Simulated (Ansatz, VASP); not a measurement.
# One calculation of SiGe4W, two programs

```
Si Ge W
1.0
     4.32684   -4.27669    0.00000
     4.32684    4.27669    0.00000
     0.00000    0.00000    3.51017
Si Ge W
1 4 1
Direct
  0.50000 0.50000 0.50000
  0.21137 0.21137 0.50000
  0.78863 0.78863 0.50000
  0.28983 0.71017 0.00000
  0.71017 0.28983 0.00000
  0.00000 0.00000 0.00000
```

Change from the starting cell: species swapped into the NbVO4 type (Cmmm, No. 65).

Alike in both runs: functional PBE; k mesh 4 × 4 × 6; occupations gaussian, width 0.1 eV; no spin polarisation.

Ansatz relaxed the structure, and its values are those at the end. VASP's run is a single point on that final structure, the one shown.

|  | VASP | Ansatz |
| --- | --- | --- |
| version | VASP 6.6.1 | Ansatz 0.2.0 |
| potentials or method | VASP PAW PBE potentials, release 64 (Si, Ge_d, W_sv) | scalar-relativistic, plane waves, PAW |
| plane-wave cutoff (eV) | 520 | 420 |
| valence electrons in the cell | 74 | 74 |

Ansatz gave:

```
gap on the k mesh at the Fermi level (eV) : none
pressure (GPa)                            : 0.2
rms of the force components (eV/Å)        : 0.005
```

Question: What did VASP give for the same quantities?

Answer: gap on the k mesh at the Fermi level (eV): none; pressure (GPa): 0.2; rms of the force components (eV/Å): 0.006.

A gap of «none» marks a metal or a gap that the smearing closes. With one functional, cell and mesh, what is left measures potentials, basis and numerics.

Spin-orbit coupling is left out, which matters for the levels of W.
